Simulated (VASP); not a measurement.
All values below come from LDA (Ceperley-Alder, Perdew-Zunger), VASP's LDA PAW potentials (set 64) (plane waves; VASP).

A VASP calculation is set up with these files.

File KPOINTS:
```
k-points along high-symmetry lines
15
Line-mode
Reciprocal
  0.000000   0.000000   0.000000 ! GAMMA
  0.500000   0.000000   0.500000 ! X

  0.500000   0.000000   0.500000 ! X
  0.625000   0.250000   0.625000 ! U

  0.375000   0.375000   0.750000 ! K
  0.000000   0.000000   0.000000 ! GAMMA

  0.000000   0.000000   0.000000 ! GAMMA
  0.500000   0.500000   0.500000 ! L

  0.500000   0.500000   0.500000 ! L
  0.500000   0.250000   0.750000 ! W

  0.500000   0.250000   0.750000 ! W
  0.500000   0.000000   0.500000 ! X
```

POSCAR:
```
CaO
1
    0.0000000000     2.3597990468     2.3597990468
    2.3597990468     0.0000000000     2.3597990468
    2.3597990468     2.3597990468     0.0000000000
Ca O
1 1
Direct
  0.0000000000   0.0000000000   0.0000000000
  0.5000000000   0.5000000000   0.5000000000
```

**INCAR**
```
! general
SYSTEM = CaO
PREC   = Accurate
ENCUT  = 520
LREAL  = .False.
LASPH  = .True.
ICHARG = 11

! electronic loop
EDIFF  = 1E-7
NELM   = 100
ALGO   = Normal

! smearing
ISMEAR = 0
SIGMA  = 0.05

! output
LWAVE  = .False.
LCHARG = .False.
LORBIT = 11
```

POTCAR, in this order: Ca_sv O (LDA.64 set). Program: vasp_std. Read from the step before: CHGCAR.

The resulting files:

**OUTCAR**
```
 ion  position               nearest neighbor table
   1  0.000  0.000  0.000-   2 2.36   2 2.36   2 2.36   2 2.36   2 2.36   2 2.36
   2  0.500  0.500  0.500-   1 2.36   1 2.36   1 2.36   1 2.36   1 2.36   1 2.36
  LATTYP: Found a face centered cubic cell.
 ALAT       =     4.7195980936
 Subroutine PRICEL returns:
 Original cell was already a primitive cell.
 Subroutine GETGRP returns: Found 48 space group operations
The static configuration has the point symmetry O_h .
The dynamic configuration has the point symmetry O_h .
 Subroutine INISYM returns: Found 48 space group operations
   k-points           NKPTS =     90   k-points in BZ     NKDIM =     90   number of bands    NBANDS=     12
   number of dos      NEDOS =    301   number of ions     NIONS =      2
   total plane-waves  NPLWV =  21952
   dimension x,y,z NGX =    28 NGY =   28 NGZ =   28
   dimension x,y,z NGXF=    56 NGYF=   56 NGZF=   56
   ions per type =               1   1
   PREC   = accura    normal or accurate (medium, high low for compatibility)
   ISTART =      0    job   : 0-new  1-cont  2-samecut
   ICHARG =     11    charge: 1-file 2-atom 10-const
   ISPIN  =      1    spin polarized calculation?
   LNONCOLLINEAR =      F non collinear calculations
   LSORBIT =      F    spin-orbit coupling
   INIWAV =      1    electr: 0-lowe 1-rand  2-diag
   ENCUT  =  520.0 eV  38.22 Ry    6.18 a.u.   6.21  6.21  6.21*2*pi/ulx,y,z
   NELM   =    100;   NELMIN=  2; NELMDL= -5     # of ELM steps
   EDIFF  = 0.1E-06   stopping-criterion for ELM
   LREAL  =      F    real-space projection
   NLSPLINE    = F    spline interpolate recip. space projectors
   LMAXMIX     =    2 max onsite mixed and CHGCAR
   VOSKOWN=      0    Vosko Wilk Nusair interpolation
   EDIFFG = 0.1E-05   stopping-criterion for IOM
   NSW    =      0    number of steps for IOM
   NBLOCK =      1;   KBLOCK =      1    inner block; outer block
   IBRION =     -1    ionic relax: 0-MD 1-quasi-New 2-CG
   NFREE  =      0    steps in history (QN), initial steepest desc. (CG)
   ISIF   =      2    stress and relaxation
   ISYM   =      2    0-nonsym 1-usesym 2-fastsym
   TEIN   =    0.0    initial temperature
   TEBEG  =    0.0;   TEEND  =   0.0 temperature during run
...
```

### OSZICAR
```
       N       E                     dE             d eps       ncg     rms          rms(c)
DAV:   1     0.123112275438E+03    0.12311E+03   -0.87054E+03  2160   0.137E+03
DAV:   2    -0.631702979485E+01   -0.12943E+03   -0.12206E+03  2376   0.332E+02
DAV:   3    -0.125855741035E+02   -0.62685E+01   -0.60436E+01  2692   0.716E+01
DAV:   4    -0.128103481769E+02   -0.22477E+00   -0.22404E+00  3240   0.124E+01
DAV:   5    -0.128144165319E+02   -0.40684E-02   -0.40682E-02  2648   0.153E+00
DAV:   6    -0.128145690895E+02   -0.15256E-03   -0.15256E-03  2948   0.174E-01
DAV:   7    -0.128145708885E+02   -0.17990E-05   -0.17989E-05  2828   0.212E-02
DAV:   8    -0.128145709302E+02   -0.41719E-07   -0.41729E-07  1948   0.233E-03
   1 F= -.12814571E+02 E0= -.12814571E+02  d E =-.517363E-16
```

File OUTCAR:
```
 val. band max:        2.3404260275   @ k =   0.0000   0.0000   0.0000

 cond. band min:       5.7654842809   @ k =   0.5000   0.0000   0.5000



 k-point     1 :       0.0000    0.0000    0.0000
  band No.  band energies     occupation
      1     -34.5108      2.00000
      2     -15.5106      2.00000
      3     -15.5106      2.00000
      4     -15.5106      2.00000
      5     -12.9757      2.00000
      6       2.3404      2.00000
      7       2.3404      2.00000
      8       2.3404      2.00000
      9       7.3584      0.00000
     10       8.5729      0.00000
     11       8.5729      0.00000
     12       8.5729      0.00000

 k-point     2 :       0.0357    0.0000    0.0357
  band No.  band energies     occupation
      1     -34.5084      2.00000
      2     -15.5422      2.00000
      3     -15.5143      2.00000
      4     -15.5143      2.00000
      5     -12.9383      2.00000
      6       2.2395      2.00000
      7       2.3279      2.00000
      8       2.3279      2.00000
      9       7.4424      0.00000
     10       8.5186      0.00000
     11       8.6282      0.00000
     12       8.6282      0.00000

 k-point     3 :       0.0714    0.0000    0.0714
  band No.  band energies     occupation
      1     -34.5015      2.00000
      2     -15.6278      2.00000
      3     -15.5251      2.00000
      4     -15.5251      2.00000
      5     -12.8369      2.00000
      6       1.9725      2.00000
      7       2.2927      2.00000
      8       2.2927      2.00000
      9       7.6617      0.00000
     10       8.3639      0.00000
     11       8.7897      0.00000
     12       8.7897      0.00000

 k-point     4 :       0.1071    0.0000    0.1071
  band No.  band energies     occupation
      1     -34.4904      2.00000
      2     -15.7471      2.00000
      3     -15.5424      2.00000
      4     -15.5424      2.00000
      5     -12.6976      2.00000
      6       1.6173      2.00000
      7       2.2414      2.00000
...
```

The density is held fixed in this step, so its total energy and stress have no physical meaning.

The structure comes from a computed database's CaO entry (Fm-3m); how it stands against other phases isn't given here. It was relaxed first, which changed the volume by -5 %.
